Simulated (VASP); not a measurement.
Energy against volume of HgTe (zinc blende). Method: revTPSS meta-GGA, VASP's PBE PAW potentials (set 64) (plane waves; VASP 6.6.1).

| V (Å³/atom) | E (eV/atom) |
|---|---|
| 33.478 | 29.16575 |
| 34.546 | 29.15288 |
| 35.614 | 29.14897 |
| 36.683 | 29.15252 |
| 37.751 | 29.16223 |

Question: Fit a third-order Birch-Murnaghan equation of state.

Answer: 
```
Quantity                                          Value
---------------------------------------  --------------
volume per atom                          35.61 Å^3/atom
bulk modulus                                   37.1 GPa
pressure derivative of the bulk modulus            5.22
lattice constant a                              6.580 Å
```

Measured: bulk modulus 42.3 GPa (computed value off by -12.2 %), as given by Cormac Toher et al., Physical Review Materials (2017), arXiv:1611.05714; a 6.460 Å (computed value off by +1.9 %), as given by R. J. Cava et al., Journal of Materials Chemistry C (2013), arXiv:1302.1059. The calculation is for a static lattice, while the measured bulk modulus, a hold thermal and zero-point effects, which are part of the difference.

The compound is HgTe in the zinc blende structure. It was relaxed first, which changed the volume by +6 %.
